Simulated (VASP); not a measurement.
## PbF2 (Fluorocronite): the relaxed cell at several levels

Aim: relax PbF2 (Fluorocronite) at several levels and hold each cell against experiment. The levels: PBE, LDA, r2SCAN and PBE + D3(BJ). LASPH is on for some levels and off for others; the table marks which. The start is a cell from a database of measured crystal structures.

Calculated with VASP 6.6.1; PBE; plane waves and PAW (Pb_d, F), in the first sound run; inputs show where later runs differ.

The database entry behind the starting cell differs from later determinations by our own check (about 0.2 % short, mineral), so it need not match the best structure at ambient conditions.

## (1) Starting point

Before any relaxation, the start is as follows. It takes space group Fm-3m (No. 225, cubic). The conventional cell has a = 5.931 Å, b = 5.931 Å, c = 5.931 Å, α = 90.00°, β = 90.00°, γ = 90.00°. Nearest to Pb lie 8 F at 2.57 Å. Nearest to F lie 4 Pb at 2.57 Å. Farther neighbours and most contacts between anions are not listed.

As a file:

```xyz
3
Lattice="0.0000 2.9653 2.9653 2.9653 0.0000 2.9653 2.9653 2.9653 0.0000" Properties=species:S:1:pos:R:3 pbc="T T T"
Pb    0.0000    0.0000    0.0000
F     1.4827    1.4827    1.4827
F     4.4480    4.4480    4.4480
```

## (2) Relaxation with PBE

The start need not lie at this functional's minimum. ISIF = 3 frees volume, shape and positions, and EDIFFG sets the threshold on forces and stress at which the search stops. PBE, the usual starting point, adds the gradient of the density.

INCAR

```
SYSTEM = PbF2
PREC = Accurate
ENCUT = 560
EDIFF = 1E-06
NELM = 100
ISMEAR = -1
SIGMA = 0.05
LREAL = .FALSE.
ALGO = Normal
GGA = PE
NBANDS = 20
LORBIT = 11
LWAVE = .FALSE.
LCHARG = .FALSE.
KPAR = 2
IBRION = 2
NSW = 60
ISIF = 3
EDIFFG = -0.01
```

POSCAR

```
PbF2
1.0
    0.0000000000      2.9653000000      2.9653000000
    2.9653000000      0.0000000000      2.9653000000
    2.9653000000      2.9653000000      0.0000000000
Pb F
1 2
Direct
    0.0000000000      0.0000000000      0.0000000000
    0.2500000000      0.2500000000      0.2500000000
    0.7500000000      0.7500000000      0.7500000000
```

KPOINTS

```
Automatic mesh
0
Gamma
8 8 8
0 0 0
```

PAW data sets: Pb_d and F (PBE family, release 64).

On the command line:

```console
mpirun -np 2 vasp_std
```

The program printed:

```text
[banner, memory and clock lines left out]
running    2 mpi-ranks, on    1 nodes
 distrk:  each k-point on    1 cores,    2 groups
 distr:  one band on    1 cores,    1 groups

 POSCAR found type information on POSCAR PbF
 POSCAR found :  2 types and       3 ions
 LDA part: xc-table for (Slater+PW92), standard interpolation
 POSCAR, INCAR and KPOINTS ok, starting setup
 FFT: planning ... GRIDC
 FFT: planning ... GRID_SOFT
 FFT: planning ... GRID
 WAVECAR not read
 entering main loop
       N       E                     dE             d eps       ncg     rms          rms(c)
DAV:   1     0.313655667102E+03    0.31366E+03   -0.15450E+04  1160   0.167E+03
DAV:   2     0.126357679573E+02   -0.30102E+03   -0.28535E+03  1248   0.459E+02
DAV:   3    -0.154070326517E+02   -0.28043E+02   -0.27641E+02  1340   0.148E+02
DAV:   4    -0.162457024193E+02   -0.83867E+00   -0.83791E+00  1328   0.268E+01
DAV:   5    -0.162734780606E+02   -0.27776E-01   -0.27773E-01  1436   0.511E+00    0.800E+00
DAV:   6    -0.143437001204E+02    0.19298E+01   -0.92507E+00  1596   0.244E+01    0.267E+00
DAV:   7    -0.143412042486E+02    0.24959E-02   -0.45210E-01  1176   0.427E+00    0.156E+00
DAV:   8    -0.143383949188E+02    0.28093E-02   -0.10112E-01  1216   0.367E+00    0.524E-01
DAV:   9    -0.143353754031E+02    0.30195E-02   -0.19418E-02  1504   0.106E+00    0.103E-01
DAV:  10    -0.143365246037E+02   -0.11492E-02   -0.14895E-03  1176   0.346E-01    0.313E-02
DAV:  11    -0.143365143512E+02    0.10252E-04   -0.11818E-04  1336   0.963E-02    0.963E-03
DAV:  12    -0.143365251623E+02   -0.10811E-04   -0.28004E-05  1208   0.453E-02    0.890E-03
DAV:  13    -0.143365236908E+02    0.14714E-05   -0.94995E-06  1472   0.302E-02    0.976E-04
DAV:  14    -0.143365237407E+02   -0.49843E-07   -0.46100E-07   764   0.561E-03
   1 F= -.14336524E+02 E0= -.14336524E+02  d E =-.143365E+02
 curvature:   0.00 expect dE= 0.000E+00 dE for cont linesearch  0.000E+00
 trial: gam= 0.00000 g(F)=  0.360E-47 g(S)=  0.292E-01 ort = 0.000E+00 (trialstep = 0.100E+01)
 search vector abs. value=  0.292E-01
 bond charge predicted
       N       E                     dE             d eps       ncg     rms          rms(c)
DAV:   1    -0.148040456758E+02   -0.46752E+00   -0.11339E+01  1504   0.476E+01    0.485E+00
DAV:   2    -0.143911025450E+02    0.41294E+00   -0.17976E+00  1304   0.133E+01    0.102E+00
DAV:   3    -0.143547862755E+02    0.36316E-01   -0.98279E-02  1476   0.474E+00    0.449E-01
DAV:   4    -0.143490278700E+02    0.57584E-02   -0.29202E-02  1460   0.241E+00    0.142E-01
DAV:   5    -0.143490687851E+02   -0.40915E-04   -0.24324E-03  1264   0.599E-01    0.553E-02
DAV:   6    -0.143489544866E+02    0.11430E-03   -0.50177E-04  1564   0.296E-01    0.134E-02
DAV:   7    -0.143489544068E+02    0.79789E-07   -0.33728E-05  1284   0.466E-02    0.405E-03
DAV:   8    -0.143489551858E+02   -0.77903E-06   -0.17263E-06  1124   0.120E-02
   2 F= -.14348955E+02 E0= -.14348955E+02  d E =-.124314E-01
 trial-energy change:   -0.012431  1 .order   -0.012742   -0.029169    0.003685
 step:   0.8819(harm=  0.8878)  dis= 0.00000  next Energy=   -14.349173 (dE=-0.126E-01)
 bond charge predicted
       N       E                     dE             d eps       ncg     rms          rms(c)
DAV:   1    -0.143555595104E+02   -0.66051E-02   -0.15431E-01  1500   0.535E+00    0.578E-01
DAV:   2    -0.143497563756E+02    0.58031E-02   -0.26118E-02  1304   0.156E+00    0.123E-01
DAV:   3    -0.143492360168E+02    0.52036E-03   -0.14681E-03  1508   0.567E-01    0.543E-02
DAV:   4    -0.143491598887E+02    0.76128E-04   -0.41287E-04  1424   0.287E-01    0.179E-02
DAV:   5    -0.143491662672E+02   -0.63785E-05   -0.45870E-05  1276   0.787E-02    0.928E-03
DAV:   6    -0.143491644170E+02    0.18502E-05   -0.11023E-05  1528   0.402E-02    0.167E-03
DAV:   7    -0.143491644297E+02   -0.12779E-07   -0.58698E-07   728   0.709E-03
   3 F= -.14349164E+02 E0= -.14349164E+02  d E =-.126407E-01
 curvature:  -0.44 expect dE=-0.288E-06 dE for cont linesearch -0.288E-06
 trial: gam=-0.00470 g(F)=  0.936E-47 g(S)=  0.651E-06 ort = 0.138E-03 (trialstep = 0.976E+00)
 search vector abs. value=  0.115E-09
 reached required accuracy - stopping structural energy minimisation
```

Run time: 53 s. Hardware: 2 MPI ranks of AMD EPYC 7R43, shared host; peak memory 0.35 GiB.

Lines that name or quote the potential files are left out of all logs, and their timing lines are given in words.

Parts of OUTCAR (step 2):

```text
ion  position               nearest neighbor table
   1  0.000  0.000  0.000-   2 2.57   3 2.57   3 2.57   3 2.57   3 2.57   2 2.57   2 2.57   2 2.57

  LATTYP: Found a face centered cubic cell.
 ALAT       =     5.9306000000

 Subroutine GETGRP returns: Found 48 space group operations
 (whereof 48 operations were pure point group operations)

The static configuration has the point symmetry O_h .

 Found     29 irreducible k-points:

   k-points           NKPTS =     29   k-points in BZ     NKDIM =     29   number of bands    NBANDS=     20

   dimension x,y,z NGX =    32 NGY =   32 NGZ =   32
   dimension x,y,z NGXF=    64 NGYF=   64 NGZF=   64

   ENCUT  =  560.0 eV  41.16 Ry    6.42 a.u.   8.09  8.09  8.09*2*pi/ulx,y,z

   NELECT =      28.0000    total number of electrons

 k-points in reciprocal lattice and weights: Automatic mesh
   0.00000000  0.00000000  0.00000000       0.002
   0.12500000  0.00000000  0.00000000       0.016
   0.25000000  0.00000000  0.00000000       0.016
   0.37500000  0.00000000  0.00000000       0.016
   0.50000000  0.00000000  0.00000000       0.008
   0.12500000  0.12500000  0.00000000       0.012
   0.25000000  0.12500000  0.00000000       0.047
   0.37500000  0.12500000  0.00000000       0.047
   0.50000000  0.12500000  0.00000000       0.047
[...]
-0.37500000  0.50000000  0.12500000       0.023
  -0.25000000  0.50000000  0.25000000       0.012

 average (electrostatic) potential at core
       1 -93.4612       2 -75.5046       3 -75.5046

 E-fermi :   2.7131

 k-point     1 :       0.0000    0.0000    0.0000
  band No.  band energies     occupation
    ...
     10      -0.7810      2.00000
     11      -0.7810      2.00000
     12      -0.2936      2.00000
     13      -0.2936      2.00000
     14      -0.2936      2.00000
     15       8.2086      0.00000
     16       8.2086      0.00000
     17       8.2086      0.00000
     18      12.0218      0.00000
     19      16.5467      0.00000
    ...

 k-point     2 :       0.1250    0.0000    0.0000
  band No.  band energies     occupation
    ...
     10      -0.8085      2.00000
     11      -0.8085      2.00000
     12      -0.3184      2.00000
     13      -0.3184      2.00000
     14       0.0708      2.00000
     15       7.6928      0.00000
     16       8.3266      0.00000
     17       8.3266      0.00000
     18      12.8956      0.00000
     19      16.1262      0.00000
    ...

 k-point     3 :       0.2500    0.0000    0.0000
  band No.  band energies     occupation
    ...
     10      -0.8730      2.00000
     11      -0.8730      2.00000
     12      -0.3782      2.00000
     13      -0.3782      2.00000
     14       0.7192      2.00000
     15       6.9835      0.00000
     16       8.6148      0.00000
     17       8.6148      0.00000
     18      14.1891      0.00000
     19      15.5636      0.00000
    ...

  Total        0.0036745      0.0036745      0.0036745      0.0000000      0.0000000     -0.0000000
  in kB        0.1092411      0.1092411      0.1092411      0.0000000      0.0000000     -0.0000000
  external PRESSURE =       0.1092411 kB  Pullay stress =       0.0000000 kB

  energy-cutoff  :      560.00
  volume of cell :       53.89
      direct lattice vectors                 reciprocal lattice vectors
     0.000000000  2.998000859  2.998000859    -0.166777804  0.166777804  0.166777804
     2.998000859  0.000000000  2.998000859     0.166777804 -0.166777804  0.166777804
     2.998000859  2.998000859 -0.000000000     0.166777804  0.166777804 -0.166777804

 POSITION                                       TOTAL-FORCE (eV/Angst)
 -----------------------------------------------------------------------------------
      0.00000      0.00000      0.00000        -0.000000     -0.000000     -0.000000
      1.49900      1.49900      1.49900        -0.000000     -0.000000      0.000000
      4.49700      4.49700      4.49700         0.000000      0.000000     -0.000000
 -----------------------------------------------------------------------------------
    total drift:                                0.000000     -0.000000      0.000000

  FREE ENERGIE OF THE ION-ELECTRON SYSTEM (eV)
  ---------------------------------------------------
  free  energy   TOTEN  =       -14.3491644297 eV

  energy  without entropy=      -14.3491644297  energy(sigma->0) =      -14.34916443

 reached required accuracy - stopping structural energy minimisation

 total charge
# of ion       s       p       d       tot
------------------------------------------
    1        1.551   0.274   9.862  11.687
    2        1.739   4.321   0.000   6.059
    3        1.739   4.321   0.000   6.059
--------------------------------------------------
tot          5.029   8.915   9.862  23.806

[... 3 further parts left out ...]
```

CONTCAR:

```
PbF2
   1.00000000000000
     0.0000000000000000    2.9980008589643146    2.9980008589643146
     2.9980008589643146    0.0000000000000000    2.9980008589643146
     2.9980008589643146    2.9980008589643146   -0.0000000000000000
  Pb              F
     1     2
Direct
     0.0000000000000000    0.0000000000000000    0.0000000000000000
     0.2500000000000000    0.2500000000000000    0.2500000000000000
     0.7500000000000000    0.7500000000000000    0.7500000000000000
```

The gap is read on the k-mesh alone, so it is an upper bound where the band edges lie off the mesh, and a coarse mesh can show a gap where there is none. The run keeps the 48 symmetry operations of its start, so it cannot find a distortion of lower symmetry.

Relaxation path:

| step | energy less that of the first step (eV) | largest force (eV/Å) | pressure (GPa) | volume (Å³) |
| --- | --- | --- | --- | --- |
| 1 | 0.0000 | 0.0000 | 2.39 | 52.15 |
| 2 | -0.0124 | 0.0000 | -0.29 | 54.13 |
| 3 | -0.0126 | 0.0000 | 0.01 | 53.89 |

| conventional cell, symmetrised | before | after | change |
| --- | --- | --- | --- |
| a (Å) | 5.931 | 5.996 | +1.1 % |
| b (Å) | 5.931 | 5.996 | +1.1 % |
| c (Å) | 5.931 | 5.996 | +1.1 % |
| volume (Å³/atom) | 17.38 | 17.96 | +3.3 % |

The relaxed structure:

```cif
data_structure
_symmetry_space_group_name_H-M 'P 1'
_symmetry_Int_Tables_number 1
_cell_length_a 4.2398
_cell_length_b 4.2398
_cell_length_c 4.2398
_cell_angle_alpha 60.000
_cell_angle_beta 60.000
_cell_angle_gamma 60.000
_cell_volume 53.89
loop_
_atom_site_label
_atom_site_type_symbol
_atom_site_fract_x
_atom_site_fract_y
_atom_site_fract_z
_atom_site_occupancy
Pb1 Pb 0.00000 0.00000 0.00000 1
F2 F 0.25000 0.25000 0.25000 1
F3 F 0.75000 0.75000 0.75000 1
```

Numbers from this step:

```
electrons                              : 28
bands                                  : 20
irreducible k-points                   : 29
symmetry operations                    : 48
free energy (TOTEN)                    : -14.35 eV
Fermi energy                           : 2.713 eV
pressure                               : 0.01092 GPa
metallic, judged on the points sampled : no
valence top at k                       : -0.25, 0.5, 0.25
conduction bottom at k                 : 0.5, 0.5, 0
least direct gap at k                  : 0.5, 0.5, 0
SCF cycles over all ionic steps        : 29
gap on the k-mesh                      : 4.419 eV
least direct gap on the k-mesh         : 4.561 eV
```

It ends with forces that vanish by symmetry and a pressure of 0.01 GPa. The volume lies +3.3 % from that of the database's start. The conventional cell has a = 5.996 Å.

(Continued in part 2 of 3.)

[Lines on the potential files, build, host, timing and source positions are cut from VASP's logs without a mark.]

[Logs are printed without paths, hosts, clocks, repeated set-up lines and the standing remarks that a program may print on its own settings, such as how far it seeks lower states.]

[Hosts, paths, dates, database ids (printed as entryN), source tags and the programs' standing remarks are cut or masked in the printed files.]

[A measured line is paired with the nearest computed mode of its activity, which favours agreement.]

[In band tables of VASP the shares of atoms and orbitals are scaled to a sum of 1 inside the atoms' spheres.]
